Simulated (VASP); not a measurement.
The system is MgB2.

```xyz
3
Lattice="3.0850 0.0000 0.0000 -1.5425 2.6717 0.0000 0.0000 0.0000 3.5230" Properties=species:S:1:pos:R:3 pbc="T T T"
Mg    0.0000    0.0000    0.0000
B     0.0000    1.7811    1.7615
B     1.5425    0.8906    1.7615
```

Base run:

* Program: VASP 6.6.1
* Functional: PBEsol
* Potentials or basis: VASP PAW PBE potentials, release 64 (Mg, B)
* Cutoff: 520 eV
* k mesh: 12 × 12 × 9
* Occupations: fermi-dirac, width 0.05 eV
* Spin: no spin polarisation

Its results: band gap on the k mesh none (metal or under the smearing width); pressure -3.2 GPa.

The run is repeated on the same cell with these changes: functional from PBEsol to LDA; potentials or basis from VASP PAW PBE potentials, release 64 (Mg, B) to VASP PAW LDA potentials, release 64 (Mg, B). What comes out?

Band gap on the k mesh none (metal or under the smearing width); pressure -8.2 GPa.

Caveats: the PAW data sets were made with another functional, which shifts forces and pressure a little (some runs).

Not every run made on this cell is shown here.
